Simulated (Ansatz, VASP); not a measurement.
# LaB6: VASP beside Ansatz, part 2 of 2

Wanted: the spread between two codes on one cell, functional and k mesh.

VASP 6.6.1 and Ansatz 0.2.0.

So far. Step 3 (Ansatz: single point, PBEsol): The run ends at a pressure of -3.74 GPa, with forces up to 0.61 eV/Å.

### 5. VASP: relaxation of cell and atoms, PBEsol

Level of this step: PBEsol; plane waves and PAW (La, B) (VASP).

The relaxed volume is the usual yardstick between codes: its relative difference is about their pressure difference at one cell divided by the bulk modulus.

File run.py:

```python
import numpy as np
from ase.calculators.vasp import Vasp
from ase.io import read

atoms = read('LaB6.cif')

calc = Vasp(
    xc='pbesol',
    pp='PBE',
    prec='Accurate',
    encut=420,
    ediff=1e-06,
    nelm=100,
    ismear=-1,
    sigma=0.05,
    lreal=False,
    algo='Normal',
    nbands=21,
    lasph=True,
    lorbit=11,
    lwave=False,
    lcharg=False,
    kpar=8,
    ibrion=2,
    nsw=60,
    isif=3,
    ediffg=-0.01,
    pp_version='64',
    setups={'La': '', 'B': ''},
    kpts=(7, 7, 7),
    gamma=True,
    txt='vasp.out',
)
atoms.calc = calc

print("energy (eV):", round(atoms.get_potential_energy(), 6))
print("Fermi level (eV):", round(calc.get_fermi_level(), 4))
print("forces (eV/A):")
print(np.round(atoms.get_forces(), 4))
print("stress (GPa, Voigt, tension positive):", np.round(atoms.get_stress() * 160.21766, 3))
print("cell (A, degrees):", np.round(atoms.cell.cellpar(), 4))
print("volume (A^3):", round(atoms.get_volume(), 4))
print("positions:")
print(np.round(atoms.get_scaled_positions(), 5))
```

File LaB6.cif:

```cif
data_LaB6
_cell_length_a 4.15700000
_cell_length_b 4.15700000
_cell_length_c 4.15700000
_cell_angle_alpha 90.00000000
_cell_angle_beta 90.00000000
_cell_angle_gamma 90.00000000
_space_group_name_H-M_alt 'P1'
_space_group_name_Hall 'P 1'
_space_group_IT_number 1
loop_
_space_group_symop_operation_xyz
'x,y,z'
loop_
_atom_site_label
_atom_site_type_symbol
_atom_site_symmetry_multiplicity
_atom_site_Wyckoff_symbol
_atom_site_fract_x
_atom_site_fract_y
_atom_site_fract_z
_atom_site_occupancy
La1 La 1 a 0.0000000000 0.0000000000 0.0000000000 1
B1 B 1 a 0.1975000000 0.5000000000 0.5000000000 1
B2 B 1 a 0.5000000000 0.1975000000 0.5000000000 1
B3 B 1 a 0.8025000000 0.5000000000 0.5000000000 1
B4 B 1 a 0.5000000000 0.8025000000 0.5000000000 1
B5 B 1 a 0.5000000000 0.5000000000 0.1975000000 1
B6 B 1 a 0.5000000000 0.5000000000 0.8025000000 1
```

The projector-augmented-wave data sets are La and B (PBE family, release 64).

Started as:

```
$ export ASE_VASP_COMMAND="mpirun -np 8 vasp_std"
$ python run.py
```

Numbers of over 12 decimals in the logs are rounded to 6 here.

The program printed:

```text
energy (eV): -51.504113
Fermi level (eV): 8.6361
forces (eV/A):
[[-0.     -0.     -0.    ]
 [-0.0048  0.     -0.    ]
 [-0.     -0.0048 -0.    ]
 [ 0.0048 -0.     -0.    ]
 [ 0.      0.0048 -0.    ]
 [-0.     -0.     -0.0048]
 [ 0.      0.      0.0048]]
stress (GPa, Voigt, tension positive): [-0.025 -0.025 -0.025 -0.     0.    -0.   ]
cell (A, degrees): [ 4.1317  4.1317  4.1317 90.     90.     90.    ]
volume (A^3): 70.531
positions:
[[0.      0.      0.     ]
 [0.19952 0.5     0.5    ]
 [0.5     0.19952 0.5    ]
 [0.80048 0.5     0.5    ]
 [0.5     0.80048 0.5    ]
 [0.5     0.5     0.19952]
 [0.5     0.5     0.80048]]
```

ASE turned this into the INCAR:

```
ENCUT = 420.000000
SIGMA = 0.050000
EDIFF = 1.00e-06
EDIFFG = -1.00e-02
ALGO = Normal
GGA = PS
PREC = Accurate
IBRION = 2
ISIF = 3
ISMEAR = -1
KPAR = 8
LORBIT = 11
NBANDS = 21
NELM = 100
NSW = 60
LASPH = .TRUE.
LCHARG = .FALSE.
LWAVE = .FALSE.
LREAL = .FALSE.
```

From OUTCAR (step 5):

```text
  Total        0.0111756      0.0111756      0.0111756      0.0000000      0.0000000     -0.0000000
  in kB        0.2538651      0.2538651      0.2538651      0.0000000      0.0000000     -0.0000000
  external PRESSURE =       0.2538651 kB  Pullay stress =       0.0000000 kB

 POSITION                                       TOTAL-FORCE (eV/Angst)
 -----------------------------------------------------------------------------------
      4.13168     -0.00000     -0.00000        -0.000000     -0.000000     -0.000000
      0.82437      2.06584      2.06584        -0.004799      0.000000     -0.000000
      2.06584      0.82437      2.06584        -0.000000     -0.004799     -0.000000
      3.30731      2.06584      2.06584         0.004799     -0.000000     -0.000000
      2.06584      3.30731      2.06584         0.000000      0.004799     -0.000000
      2.06584      2.06584      0.82437        -0.000000     -0.000000     -0.004799
      2.06584      2.06584      3.30731         0.000000      0.000000      0.004799
 -----------------------------------------------------------------------------------
    total drift:                               -0.000000      0.000000     -0.000000

  FREE ENERGIE OF THE ION-ELECTRON SYSTEM (eV)
  ---------------------------------------------------
  free  energy   TOTEN  =       -51.5119697473 eV

  energy  without entropy=      -51.4962555392  energy(sigma->0) =      -51.50411264

 reached required accuracy - stopping structural energy minimisation

[... 1 part as in an earlier step ...]

[... 2 further parts left out ...]
[key lines of the parts left out:]
E-fermi :   8.6361
```

The run keeps the 48 symmetry operations of its start, so it cannot find a distortion of lower symmetry.

### 6. Ansatz: relaxation of cell and atoms, PBEsol

The same cell, functional, mesh and smearing now go to Ansatz, which takes its cutoff from its data sets.

File input.yaml:

```yaml
crystal:
  lattice:
    - [4.157, 0.0, 0.0]
    - [0.0, 4.157, 0.0]
    - [0.0, 0.0, 4.157]
  atoms:
    - { symbol: La, position: [0.0, 0.0, 0.0] }
    - { symbol: B, position: [0.1975, 0.5, 0.5] }
    - { symbol: B, position: [0.5, 0.1975, 0.5] }
    - { symbol: B, position: [0.8025, 0.5, 0.5] }
    - { symbol: B, position: [0.5, 0.8025, 0.5] }
    - { symbol: B, position: [0.5, 0.5, 0.1975] }
    - { symbol: B, position: [0.5, 0.5, 0.8025] }
hamiltonian:
  xc: pbesol
  pseudopotentials: { kind: paw }
kpoints:
  mp_grid: { grid: [7, 7, 7] }
scf:
  occupations: { method: fermi_dirac, width: 0.05 }
relax:
  f_tol: 0.01
  max_steps: 60
  cell: { stress_tol: 0.05 }
output:
  forces: true
  stress: true
  write_density: true
  write_potential: true
  elf: true
  volumetric_format: npy
```

Started as:

```
$ ansatz run input.yaml --threads 4 --pin off --max-ram 9216MiB --backend cpu --events-out ev --progress --plain --runs-dir out
```

The program printed:

```text
[...]
Crystal: 7 atoms, lattice volume = 71.836 Å³
Basis set: ecut = 420 eV, 1365 PW (Γ), exchange–correlation on 60×60×60 points (8 copies of the dense FFT grid, shifted against one another)
Bands: 22, of which v1, the nominal top of the filled ones, is band 15 counted from 1 (14 counted from 0)
Symmetry: 48 space group operations
[...]
k-points: 20 of 343
[...]
cell:  # Å, volume = 70.4741 Å³
    - [4.130568, 0, 0]
    - [0, 4.130568, 0.0]
    - [0, 0, 4.130568]
  atoms:
    - { symbol: La, position: [0, 0, 0] }
    - { symbol: B, position: [0.199612, 0.5, 0.5] }
    - { symbol: B, position: [0.5, 0.199612, 0.5] }
    - { symbol: B, position: [0.800388, 0.5, 0.5] }
    - { symbol: B, position: [0.5, 0.800388, 0.5] }
    - { symbol: B, position: [0.5, 0.5, 0.199612] }
    - { symbol: B, position: [0.5, 0.5, 0.800388] }
[key lines of the parts left out:]
SCF converged after 4 iterations
Free energy (F): -7081.220293 eV
Fermi energy:    12.246907 eV
P = ⅓ Tr σ = -0.0243 GPa (-0.243 kbar)
```

The job ended after 3 s (4 threads of Arm Neoverse V2, shared host; peak memory 0.4 GiB; 9.9 s of CPU time).

### 7. Side by side

What differs besides the data sets and the points named for the pairs above, as far as they apply: both relaxations stop at a tolerance, which leaves soft axes loose, and VASP keeps its plane-wave basis; Ansatz adds a Pulay correction to the stress that steers its cell, VASP none. Total energies have different zeros and are not compared.

Compared:

```csv
quantity,Ansatz,VASP,difference
volume (Å³),70.47,70.53,-0.08 %
"edge a after relaxation, in the typed setting (Å)",4.131,4.132,-0.03 %
```

The walks stopped with -0.02 GPa left in Ansatz and 0.03 GPa in VASP; each walk ends within a tolerance, so the volume difference is uncertain by about these residues over the bulk modulus, most in soft cells.

### 8. Outcome

```json
{
  "r.m.s. force difference (single point, PBEsol)": "3.7 % of the r.m.s. force",
  "difference in volume (relaxation of cell and atoms, PBEsol)": "-0.081 %"
}
```

What this shows: The r.m.s. force difference is 3.7 % of the r.m.s. force (single point, PBEsol), beyond the 3 % picked in this series as the mark of a large difference. How closely two codes agree says nothing of how well the functional describes the real material.

[Lines on the potential files, build, host, timing and source positions are cut from VASP's logs without a mark.]

[Logs are printed without paths, hosts, clocks, repeated set-up lines and the standing remarks that a program may print on its own settings, such as how far it seeks lower states.]

[Hosts, paths, dates, database ids (printed as entryN), source tags and the programs' standing remarks are cut or masked in the printed files.]
